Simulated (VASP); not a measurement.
All values below come from LDA (Ceperley-Alder, Perdew-Zunger), VASP's LDA PAW potentials (set 64) (plane waves; VASP).

Input for VASP

**INCAR**
```
SYSTEM = Bi2Te3
PREC = Normal; ENCUT = 400; LREAL = .FALSE.
LASPH = .TRUE.
EDIFF = 1E-5; NELM = 100; NELMIN = 4
ALGO = Fast; LMAXMIX = 4
ISMEAR = 0; SIGMA = 0.05
IBRION = 2; NSW = 20; ISIF = 2
EDIFFG = -0.03
LWAVE = .FALSE.; LCHARG = .FALSE.
```

**POSCAR**
```
Bi2Te3
1.0
  4.3548814388   0.0000000000   0.0000000000
 -2.1774407194   3.7714376926   0.0000000000
  0.0000000000   0.0000000000  29.9680157408
Bi Te
6 9
Cart
 -0.0000021774   2.5142930522   7.9914808536
 -0.0000021774   2.5142930522   1.9978777054
  0.0000000000   0.0000000000  17.9808094445
  0.0000000000   0.0000000000  11.9872062963
  2.1774428968   1.2571446404  27.9701380354
  2.1774428968   1.2571446404  21.9765348872
  0.0000000000   0.0000000000   0.0000000000
  2.1774428968   1.2571446404   3.6960452854
  0.0000000000   0.0000000000   6.2932833056
  2.1774428968   1.2571446404   9.9893285909
 -0.0000021774   2.5142930522  13.6854038443
  2.1774428968   1.2571446404  16.2826118965
 -0.0000021774   2.5142930522  19.9786871499
  0.0000000000   0.0000000000  23.6747324352
 -0.0000021774   2.5142930522  26.2719704554
```

KPOINTS:
```
Automatic mesh
0
Gamma
8 8 1
0 0 0
```

POTCAR, in this order: Bi_d Te (LDA.64 set). Program: vasp_std.

What VASP printed:

OUTCAR:
```
 ion  position               nearest neighbor table
   1  0.333  0.667  0.267-   9 3.03   9 3.03   9 3.03  10 3.21  10 3.21  10 3.21
   2  0.333  0.667  0.067-   8 3.03   8 3.03   8 3.03   7 3.21   7 3.21   7 3.21
   3  0.000  0.000  0.600-  12 3.03  12 3.03  12 3.03  13 3.21  13 3.21  13 3.21
   4  0.000  0.000  0.400-  11 3.03  11 3.03  11 3.03  10 3.21  10 3.21  10 3.21
   5  0.667  0.333  0.933-  15 3.03  15 3.03  15 3.03   7 3.21   7 3.21   7 3.21
   6  0.667  0.333  0.733-  14 3.03  14 3.03  14 3.03  13 3.21  13 3.21  13 3.21
   7  0.000  0.000  0.000-   2 3.21   5 3.21   2 3.21   5 3.21   5 3.21   2 3.21
   8  0.667  0.333  0.123-   2 3.03   2 3.03   2 3.03   9 3.61   9 3.61   9 3.61
   9  0.000  0.000  0.210-   1 3.03   1 3.03   1 3.03   8 3.61   8 3.61   8 3.61
  10  0.667  0.333  0.333-   1 3.21   1 3.21   1 3.21   4 3.21   4 3.21   4 3.21
  11  0.333  0.667  0.457-   4 3.03   4 3.03   4 3.03  12 3.61  12 3.61  12 3.61
  12  0.667  0.333  0.543-   3 3.03   3 3.03   3 3.03  11 3.61  11 3.61  11 3.61
  13  0.333  0.667  0.667-   6 3.21   6 3.21   6 3.21   3 3.21   3 3.21   3 3.21
  14  0.000  0.000  0.790-   6 3.03   6 3.03   6 3.03  15 3.61  15 3.61  15 3.61
  15  0.333  0.667  0.877-   5 3.03   5 3.03   5 3.03  14 3.61  14 3.61  14 3.61
  LATTYP: Found a hexagonal cell.
 ALAT       =     4.3548814388
 C/A-ratio  =     6.8814768351
 Subroutine PRICEL returns following result:
  LATTYP: Found a trigonal (rhomboedric) cell.
 ALAT       =    10.3008909930
 COS(alpha) =     0.9106338424
 Subroutine GETGRP returns: Found 12 space group operations
The static configuration has the point symmetry D_3d.
The dynamic configuration has the point symmetry D_3d.
 Subroutine INISYM returns: Found 12 space group operations
 Subroutine IBZKPT returns following result:
 Found     10 irreducible k-points:

 Following reciprocal coordinates:
            Coordinates               Weight
  0.000000  0.000000  0.000000      1.000000
  0.125000  0.000000  0.000000      6.000000
  0.250000  0.000000  0.000000      6.000000
  0.375000  0.000000  0.000000      6.000000
  0.500000  0.000000  0.000000      3.000000
  0.125000  0.125000  0.000000      6.000000
  0.250000  0.125000  0.000000     12.000000
  0.375000  0.125000  0.000000     12.000000
...
```

File OSZICAR:
```
       N       E                     dE             d eps       ncg     rms          rms(c)
DAV:   1     0.133908738143E+04    0.13391E+04   -0.56099E+04  1744   0.136E+03
DAV:   2     0.103647427959E+03   -0.12354E+04   -0.11985E+04  1886   0.383E+02
DAV:   3    -0.562704677276E+02   -0.15992E+03   -0.15463E+03  2078   0.162E+02
DAV:   4    -0.651307525693E+02   -0.88603E+01   -0.87533E+01  1946   0.395E+01
DAV:   5    -0.656468153327E+02   -0.51606E+00   -0.51483E+00  2552   0.901E+00    0.141E+01
RMM:   6    -0.648366096039E+02    0.81021E+00   -0.16279E+00  1811   0.344E+00    0.886E+00
RMM:   7    -0.648571803652E+02   -0.20571E-01   -0.11559E+00  1813   0.207E+00    0.106E+00
RMM:   8    -0.648065146512E+02    0.50666E-01   -0.13041E-01  1889   0.169E+00    0.546E-01
RMM:   9    -0.648064031994E+02    0.11145E-03   -0.50478E-02  2221   0.691E-01    0.215E-01
RMM:  10    -0.648068411133E+02   -0.43791E-03   -0.10903E-02  2133   0.384E-01    0.932E-02
RMM:  11    -0.648069703567E+02   -0.12924E-03   -0.30490E-03  2164   0.185E-01    0.476E-02
RMM:  12    -0.648070094817E+02   -0.39125E-04   -0.79423E-04  2358   0.892E-02    0.386E-02
RMM:  13    -0.648070132136E+02   -0.37319E-05   -0.15306E-04  1813   0.372E-02    0.199E-02
RMM:  14    -0.648070159066E+02   -0.26930E-05   -0.47925E-05  1396   0.243E-02
   1 F= -.64807016E+02 E0= -.64806953E+02  d E =-.648070E+02
       N       E                     dE             d eps       ncg     rms          rms(c)
DAV:   1    -0.648110573127E+02   -0.40441E-02   -0.87977E-01  1978   0.278E+00    0.189E-01
RMM:   2    -0.648129086175E+02   -0.18513E-02   -0.22609E-02  1886   0.668E-01    0.744E-02
RMM:   3    -0.648135909467E+02   -0.68233E-03   -0.73950E-03  2461   0.380E-01    0.629E-02
RMM:   4    -0.648136181420E+02   -0.27195E-04   -0.53046E-04  2105   0.914E-02    0.411E-02
RMM:   5    -0.648136181212E+02    0.20802E-07   -0.12903E-04  1956   0.427E-02    0.132E-02
RMM:   6    -0.648136186356E+02   -0.51438E-06   -0.22654E-05  1078   0.236E-02
   2 F= -.64813619E+02 E0= -.64813565E+02  d E =-.660273E-02
       N       E                     dE             d eps       ncg     rms          rms(c)
DAV:   1    -0.648141682658E+02   -0.55014E-03   -0.50846E-01  1840   0.211E+00    0.153E-01
RMM:   2    -0.648152077713E+02   -0.10395E-02   -0.12812E-02  1880   0.508E-01    0.545E-02
RMM:   3    -0.648155947378E+02   -0.38697E-03   -0.41852E-03  2435   0.288E-01    0.461E-02
RMM:   4    -0.648156135676E+02   -0.18830E-04   -0.32269E-04  2146   0.713E-02    0.311E-02
RMM:   5    -0.648156132392E+02    0.32845E-06   -0.72608E-05  1579   0.319E-02
   3 F= -.64815613E+02 E0= -.64815566E+02  d E =-.859733E-02
       N       E                     dE             d eps       ncg     rms          rms(c)
DAV:   1    -0.648156286084E+02   -0.15041E-04   -0.27339E-02  2000   0.489E-01    0.393E-02
RMM:   2    -0.648156850545E+02   -0.56446E-04   -0.70791E-04  1881   0.116E-01    0.130E-02
RMM:   3    -0.648157051649E+02   -0.20110E-04   -0.21376E-04  2296   0.641E-02    0.991E-03
RMM:   4    -0.648157064207E+02   -0.12557E-05   -0.20437E-05  1044   0.218E-02
   4 F= -.64815706E+02 E0= -.64815661E+02  d E =-.869051E-02
       N       E                     dE             d eps       ncg     rms          rms(c)
DAV:   1    -0.648161014957E+02   -0.39633E-03   -0.27890E-01  1894   0.151E+00    0.672E-02
RMM:   2    -0.648166250392E+02   -0.52354E-03   -0.59403E-03  1928   0.354E-01    0.548E-02
RMM:   3    -0.648168235938E+02   -0.19855E-03   -0.20687E-03  2408   0.199E-01    0.382E-02
RMM:   4    -0.648168291246E+02   -0.55308E-05   -0.13602E-04  2037   0.491E-02    0.273E-02
RMM:   5    -0.648168296109E+02   -0.48628E-06   -0.32691E-05  1165   0.232E-02
   5 F= -.64816830E+02 E0= -.64816783E+02  d E =-.112319E-02
       N       E                     dE             d eps       ncg     rms          rms(c)
DAV:   1    -0.648135868221E+02    0.32423E-02   -0.19455E+00  1870   0.400E+00    0.184E-01
RMM:   2    -0.648172073184E+02   -0.36205E-02   -0.41716E-02  1930   0.984E-01    0.155E-01
RMM:   3    -0.648188013489E+02   -0.15940E-02   -0.16737E-02  2421   0.566E-01    0.104E-01
RMM:   4    -0.648188524416E+02   -0.51093E-04   -0.10744E-03  2192   0.138E-01    0.757E-02
RMM:   5    -0.648188579168E+02   -0.54752E-05   -0.23124E-04  2106   0.585E-02    0.419E-02
RMM:   6    -0.648188571838E+02    0.73300E-06   -0.47240E-05  1371   0.357E-02
   6 F= -.64818857E+02 E0= -.64818808E+02  d E =-.315076E-02
```

### OUTCAR
```
------------------------ aborting loop because EDIFF is reached ----------------------------------------
  FORCE on cell =-STRESS in cart. coord.  units (eV):
  Direction    XX          YY          ZZ          XY          YZ          ZX
  --------------------------------------------------------------------------------------
  Total       -0.2364909     -0.2364909     -0.4337112     -0.0000000      0.0000000      0.0000000
  in kB       -0.7698105     -0.7698104     -1.4117895     -0.0000000      0.0000000      0.0000000
  external PRESSURE =      -0.9838035 kB  Pullay stress =       0.0000000 kB
  volume of cell :      492.20
      direct lattice vectors                 reciprocal lattice vectors
     4.354881439  0.000000000  0.000000000     0.229627377  0.132575437  0.000000000
    -2.177440719  3.771437693  0.000000000     0.000000000  0.265150874  0.000000000
     0.000000000  0.000000000 29.968015741     0.000000000  0.000000000  0.033368909
 POSITION                                       TOTAL-FORCE (eV/Angst)
 -----------------------------------------------------------------------------------
     -0.00000      2.51429      7.99046         0.000000      0.000000     -0.016257
     -0.00000      2.51429      1.99890        -0.000000     -0.000000      0.016257
      4.35488      0.00000     17.97979        -0.000000      0.000000     -0.016257
      0.00000      0.00000     11.98823        -0.000000     -0.000000      0.016257
      2.17744      1.25714     27.96912        -0.000000      0.000000     -0.016257
      2.17744      1.25714     21.97755        -0.000000     -0.000000      0.016257
      4.35488      0.00000      0.00000        -0.000000      0.000000      0.000000
      2.17744      1.25714      3.72051        -0.000000     -0.000000      0.012772
      4.35488      0.00000      6.26882         0.000000      0.000000     -0.012772
      2.17744      1.25714      9.98933         0.000000      0.000000      0.000000
     -0.00000      2.51429     13.70987        -0.000000     -0.000000      0.012772
      2.17744      1.25714     16.25815         0.000000      0.000000     -0.012772
     -0.00000      2.51429     19.97869         0.000000      0.000000      0.000000
      2.17744      3.77144     23.69920        -0.000000     -0.000000      0.012772
     -0.00000      2.51429     26.24751         0.000000      0.000000     -0.012772
 -----------------------------------------------------------------------------------
    total drift:                                0.000000     -0.000000      0.000000
  FREE ENERGIE OF THE ION-ELECTRON SYSTEM (eV)
  ---------------------------------------------------
  free  energy   TOTEN  =       -64.8188571838 eV

  energy  without entropy=      -64.8187583541  energy(sigma->0) =      -64.81880777

 reached required accuracy - stopping structural energy minimisation
```
(Selected blocks of OUTCAR.)

**CONTCAR**
```
Bi2Te3
   1.00000000000000
     4.3548814387999997    0.0000000000000000    0.0000000000000000
    -2.1774407193999998    3.7714376926000002    0.0000000000000000
     0.0000000000000000    0.0000000000000000   29.9680157407999985
  Bi              Te
     6     9
Direct
     0.3333330000000032    0.6666669999999968    0.2666329646457679
     0.3333330000000032    0.6666669999999968    0.0667010353542328
     1.0000000000000000    0.0000000000000000    0.5999659646457710
     0.0000000000000000    0.0000000000000000    0.4000340353542289
     0.6666669999999968    0.3333330000000032    0.9332989646457671
     0.6666669999999968    0.3333330000000032    0.7333670353542322
     1.0000000000000000    0.0000000000000000    0.0000000000000000
     0.6666669999999968    0.3333330000000032    0.1241493111853456
     1.0000000000000000    0.0000000000000000    0.2091836888146576
     0.6666669999999968    0.3333330000000032    0.3333330000000032
     0.3333330000000032    0.6666669999999968    0.4574833111853462
     0.6666669999999968    0.3333330000000032    0.5425166888146538
     0.3333330000000032    0.6666669999999968    0.6666669999999968
     1.0000000000000000    1.0000000000000000    0.7908163111853423
     0.3333330000000032    0.6666669999999968    0.8758506888146544
```

The compound is Bi2Te3 in the tetradymite structure. This run relaxes the ions in a fixed cell. Symmetry was kept, so distortions that lower it aren't found.
